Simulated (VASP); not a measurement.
# Au (Gold): input slips in a relaxation and what they do, part 2 of 2

Some relaxations of Au (Gold) get a fault in the input on purpose. Which of them show, and how? The starting structure is a measured crystal structure from the Crystallography Open Database.

VASP 6.6.1.

Results so far: reference 16.99 Å³ an atom; a k mesh far too coarse 38.78 Å³ an atom.

## (5) Relaxation with a smearing far too wide

Level of this step: PBEsol; plane waves and PAW (Au) (VASP).

A slip made on purpose: a smearing far too wide. Against step 2 the input has ISMEAR = 0 and SIGMA = 2 (also changed: NELM).

File INCAR:

```
SYSTEM = Au
PREC = Accurate
ENCUT = 450
EDIFF = 1E-06
NELM = 60
ISMEAR = 0
SIGMA = 2
LREAL = .FALSE.
ALGO = Normal
GGA = PS
LORBIT = 11
LWAVE = .FALSE.
LCHARG = .FALSE.
KPAR = 2
IBRION = 2
NSW = 50
ISIF = 3
EDIFFG = -0.01
```

File POSCAR:

```
Au
1.0
    0.0000000000      2.0391250000      2.0391250000
    2.0391250000      0.0000000000      2.0391250000
    2.0391250000      2.0391250000      0.0000000000
Au
1
Direct
    0.0000000000      0.0000000000      0.0000000000
```

File KPOINTS:

```
Automatic mesh
0
Gamma
12 12 12
0 0 0
```

The projector-augmented-wave data sets are Au (PBE family, release 64).

Launch:

```sh
> mpirun -np 2 vasp_std
```

The program printed:

```text
[... set-up lines as in an earlier step ...]
 entering main loop
       N       E                     dE             d eps       ncg     rms          rms(c)
DAV:   1     0.320173973360E+02    0.32017E+02   -0.53777E+03  1552   0.961E+02
DAV:   2    -0.437693345460E+01   -0.36394E+02   -0.34330E+02  1338   0.180E+02
DAV:   3    -0.467299548256E+01   -0.29606E+00   -0.29403E+00  1546   0.162E+01
DAV:   4    -0.467369484003E+01   -0.69936E-03   -0.69933E-03  1513   0.831E-01
[...]
DAV:   9    -0.426372620647E+01    0.15424E-04   -0.17824E-05  1371   0.489E-02    0.146E-02
DAV:  10    -0.426373063130E+01   -0.44248E-05   -0.13703E-06  1415   0.119E-02    0.217E-03
DAV:  11    -0.426373073960E+01   -0.10830E-06   -0.55950E-08   656   0.246E-03
   1 F= -.42637307E+01 E0= -.38572474E+01  d E =-.426373E+01
[...]
N       E                     dE             d eps       ncg     rms          rms(c)
DAV:   1    -0.461196100560E+01   -0.34823E+00   -0.72196E+00  1320   0.303E+01    0.374E+00
[...]
DAV:   6    -0.425928059239E+01   -0.61120E-05   -0.31162E-06  1417   0.168E-02    0.853E-04
DAV:   7    -0.425928045587E+01    0.13652E-06   -0.21656E-08   658   0.141E-03
   2 F= -.42592805E+01 E0= -.38274741E+01  d E =0.445028E-02
 trial-energy change:    0.004450  1 .order    0.003637   -0.019659    0.026933
 step:   0.3969(harm=  0.4219)  dis= 0.00000  next Energy=    -4.267581 (dE=-0.385E-02)
[...]
N       E                     dE             d eps       ncg     rms          rms(c)
DAV:   1    -0.439662099300E+01   -0.13734E+00   -0.26045E+00  1321   0.181E+01    0.216E+00
DAV:   2    -0.427124218117E+01    0.12538E+00   -0.43077E-01  1306   0.641E+00    0.751E-01
DAV:   3    -0.426731306721E+01    0.39291E-02   -0.19185E-02  1325   0.129E+00    0.548E-01
DAV:   4    -0.426753707307E+01   -0.22401E-03   -0.11192E-03  1396   0.280E-01    0.783E-02
DAV:   5    -0.426751978230E+01    0.17291E-04   -0.21059E-05  1339   0.497E-02    0.810E-03
DAV:   6    -0.426752469125E+01   -0.49090E-05   -0.92622E-07  1313   0.686E-03    0.626E-04
DAV:   7    -0.426752488646E+01   -0.19521E-06   -0.32900E-08   650   0.175E-03
   3 F= -.42675249E+01 E0= -.38511496E+01  d E =-.379415E-02
[...]
reached required accuracy - stopping structural energy minimisation
```

Run time: 16 s. Hardware: 2 MPI ranks of AMD EPYC 7R43, shared host; peak memory 0.21 GiB.

From OUTCAR (step 5):

```text
  Total       -0.0022709     -0.0022709     -0.0022709     -0.0000000     -0.0000000     -0.0000000
  in kB       -0.2100836     -0.2100836     -0.2100836     -0.0000000     -0.0000000     -0.0000000
  external PRESSURE =      -0.2100836 kB  Pullay stress =       0.0000000 kB

  FREE ENERGIE OF THE ION-ELECTRON SYSTEM (eV)
  ---------------------------------------------------
  free  energy   TOTEN  =        -4.2675248865 eV

  energy  without entropy=       -3.4347742626  energy(sigma->0) =       -3.85114957

[... 3 parts as in an earlier step ...]

[... 2 further parts left out ...]
[key lines of the parts left out:]
E-fermi :   9.2804
```

With a smearing far too wide the cell ends at 17.319 Å³ an atom, +1.93 % from the reference; the bulk modulus is 156.6 GPa against 172.3 GPa.

## (6) Relaxation with the cell held fixed (ISIF = 2)

A slip made on purpose: the cell held fixed (ISIF = 2). Against step 2 the input has ISIF = 2 (also changed: NELM).

Changes to INCAR since step 5:

```diff
@@ -5,4 +5,4 @@
 NELM = 60
-ISMEAR = 0
-SIGMA = 2
+ISMEAR = 1
+SIGMA = 0.1
 LREAL = .FALSE.
@@ -16,3 +16,3 @@
 NSW = 50
-ISIF = 3
+ISIF = 2
 EDIFFG = -0.01
```

POSCAR is that of step 5.

KPOINTS is that of step 5.

Launch:

```sh
> mpirun -np 2 vasp_std
```

The program printed:

```text
[... set-up lines as in an earlier step ...]
 entering main loop
       N       E                     dE             d eps       ncg     rms          rms(c)
[... 11 cycles as in an earlier step ...]
   1 F= -.39146274E+01 E0= -.39147617E+01  d E =-.391463E+01
[...]
reached required accuracy - stopping structural energy minimisation
```

Run time: 10 s. Hardware: 2 MPI ranks; peak memory 0.18 GiB.

OUTCAR, selected parts (step 6):

```text
  Total        0.0372758      0.0372758      0.0372758      0.0000000      0.0000000      0.0000000
  in kB        3.5218954      3.5218954      3.5218954      0.0000000      0.0000000      0.0000000
  external PRESSURE =       3.5218954 kB  Pullay stress =       0.0000000 kB

 POSITION                                       TOTAL-FORCE (eV/Angst)
 -----------------------------------------------------------------------------------
      0.00000      0.00000      0.00000        -0.000000     -0.000000     -0.000000
 -----------------------------------------------------------------------------------
    total drift:                               -0.000000     -0.000000     -0.000000

  FREE ENERGIE OF THE ION-ELECTRON SYSTEM (eV)
  ---------------------------------------------------
  free  energy   TOTEN  =        -3.9146274037 eV

  energy  without entropy=       -3.9150302412  energy(sigma->0) =       -3.91476168

[... 2 parts as in an earlier step ...]

[... 2 further parts left out ...]
[key lines of the parts left out:]
E-fermi :   9.2437
```

With the cell held fixed (ISIF = 2) the cell ends at 16.957 Å³ an atom, -0.20 % from the reference.

## (7) The runs compared

```
                           run            ended  volume (Å³/atom)  change (%)  bulk modulus (GPa)  pressure left (GPa)  core minutes
                     reference        converged            16.991           -               172.3                  0.0         0.647
       a k mesh far too coarse        converged            38.783      128.25                15.6                  0.0          0.18
          a cutoff far too low  stopped by VASP                 -           -                   -                    -         0.167
       a smearing far too wide        converged            17.319        1.93               156.6                -0.02         0.527
the cell held fixed (ISIF = 2)        converged            16.957        -0.2                   -                 0.35         0.347
```

Core minutes are wall time times ranks, summed over the relaxations behind a row (those for a bulk modulus apart), on shared hosts.

## (8) Summary of results

| Property | Result |
| --- | --- |
| volume of the reference | 16.99 Å³/atom |
| volume against the reference, a k mesh far too coarse | +128.25 % |
| volume against the reference, a smearing far too wide | +1.93 % |
| volume against the reference, the cell held fixed (ISIF = 2) | -0.20 % |
| run with a cutoff far too low | stopped by VASP |

In words: VASP stopped by itself in the run with a cutoff far too low. Finished, but with signs in the output that stand out against the reference: a k mesh far too coarse, with the volume changed by +128.3 % (signs: 51.5 GPa at the first ionic step (reference: 0.4 GPa) and a large entropy term in the energy); a smearing far too wide, with the volume changed by +1.9 % (signs: 3.5 GPa at the first ionic step (reference: 0.4 GPa) and a large entropy term in the energy); the cell held fixed (ISIF = 2), with the volume kept at the input's, -0.2 % from the reference (signs: a stress of up to 0.4 GPa). Further runs on this material are not shown.

[Lines on the potential files, build, host, timing and source positions are cut from VASP's logs without a mark.]

[Logs are printed without paths, hosts, clocks, repeated set-up lines and the standing remarks that a program may print on its own settings, such as how far it seeks lower states.]

[Hosts, paths, dates, database ids (printed as entryN), source tags and the programs' standing remarks are cut or masked in the printed files.]
